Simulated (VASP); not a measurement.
The system is FeSe2.

```
CELL_PARAMETERS angstrom
0.00000 3.07385 3.07385
3.07385 0.00000 3.07385
3.07385 3.07385 0.00000
ATOMIC_POSITIONS crystal
Fe 0.00000 0.00000 0.00000
Se 0.25000 0.25000 0.25000
Se 0.75000 0.75000 0.75000
```

The cell comes from a database or a generator and needn't be the stable form of this composition.

Base run:

- Program: VASP 6.6.1
- Functional: LDA
- Potentials or basis: VASP PAW LDA potentials, release 64 (Fe, Se)
- Cutoff: 520 eV
- k mesh: 5 × 5 × 5
- Occupations: gaussian, width 0.05 eV
- Spin: collinear spin, random start
- Starting moments: [0.98, 0.0, 0.0] μB
- Hubbard terms: Fe d U = 8 eV

Its results: band gap on the k mesh none (metal or under the smearing width); pressure 1.2 GPa.

Q: The run is repeated on the same cell with these changes: spin from collinear spin, random start to no spin polarisation; further incar settings from ALGO = Normal; EDIFF = 1e-06; NBANDS = 21 to ALGO = Normal; EDIFF = 1e-07; NBANDS = 17. What comes out?

A: Band gap on the k mesh 0.04 eV, indirect (least direct gap 0.73 eV); pressure -13.6 GPa.

Caveats: a cell with one magnetic atom can't hold antiferromagnetic order, which such compounds often take (some runs); an odd mesh through Γ misses points on the zone boundary, where band edges often lie (some runs).
